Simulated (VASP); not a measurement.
**YSi (relaxed from the CsCl type structure, space group Pm-3m): computed properties**

Method: PBE GGA, VASP's PBE PAW potentials (set 64) (plane waves; VASP).

```
Item                                                                   Value
----------------------------------  ----------------------------------------
space group                                                      Pm-3m (221)
cell                                 a = b = c = 3.539 Å, α = β = γ = 90.00°
volume per atom                                                22.16 Å³/atom
band gap (over mesh and band path)  none (metal, semimetal or under 0.01 eV)
density                                                           4.38 g/cm³
```

```yaml
crystal:
  lattice:
    - [3.53906, 0.00000, 0.00000]
    - [0.00000, 3.53906, 0.00000]
    - [0.00000, 0.00000, 3.53906]
  atoms:
    - { symbol: Y, position: [0.00000, 0.00000, 0.00000] }
    - { symbol: Si, position: [0.50000, 0.50000, 0.50000] }
```

The structure was generated: YSi was put into the CsCl type type (Pm-3m), which need not be its known phase. It was relaxed first, which changed the volume by -26 %. Symmetry was kept, so distortions that lower it aren't found. The electron count is odd and the run is not spin-polarised, which forces a metal.
